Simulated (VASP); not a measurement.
OSZICAR of a VASP run on Eu (bcc):

### OSZICAR
```
       N       E                     dE             d eps       ncg     rms          rms(c)
DAV:   1     0.106766852043E+02    0.10677E+02   -0.40056E+03  1168   0.846E+02
DAV:   2    -0.161989687016E+01   -0.12297E+02   -0.12207E+02  1552   0.115E+02
DAV:   3    -0.192152725819E+01   -0.30163E+00   -0.27378E+00  1656   0.121E+01
DAV:   4    -0.192409337657E+01   -0.25661E-02   -0.25666E-02  1728   0.151E+00
DAV:   5    -0.192411086490E+01   -0.17488E-04   -0.17489E-04  1712   0.101E-01    0.697E+00
DAV:   6    -0.193673993898E+01   -0.12629E-01   -0.12173E-03  1856   0.453E-01    0.415E+00
DAV:   7    -0.194310772018E+01   -0.63678E-02   -0.27640E-03  1520   0.691E-01    0.572E-02
DAV:   8    -0.194307758139E+01    0.30139E-04   -0.95767E-05  1960   0.941E-02    0.125E-02
DAV:   9    -0.194307669982E+01    0.88158E-06   -0.50791E-06  1928   0.242E-02    0.515E-03
DAV:  10    -0.194307649273E+01    0.20709E-06   -0.46074E-07  1824   0.587E-03    0.152E-03
DAV:  11    -0.194307649615E+01   -0.34200E-08   -0.73138E-09   832   0.102E-03
   1 F= -.19430765E+01 E0= -.19427723E+01  d E =-.912705E-03
```

Which electronic solver shows in the log?

It is blocked Davidson (ALGO = Normal, or the opening steps of other solvers). The INCAR had ALGO = Normal.

Can the final energy be trusted as converged?

The run converged. It stopped with EDIFF = 1E-7, NELM = 100 (AM05 GGA, plane waves, VASP's PBE PAW potentials (set 64)). The 4f electrons are frozen in the core of the lanthanide potential, so 4f levels, which can set the real gap, and their magnetism are missing.

The compound is Eu in the bcc structure. This cell is one point of a volume scan, at 1.06 of the reference volume.
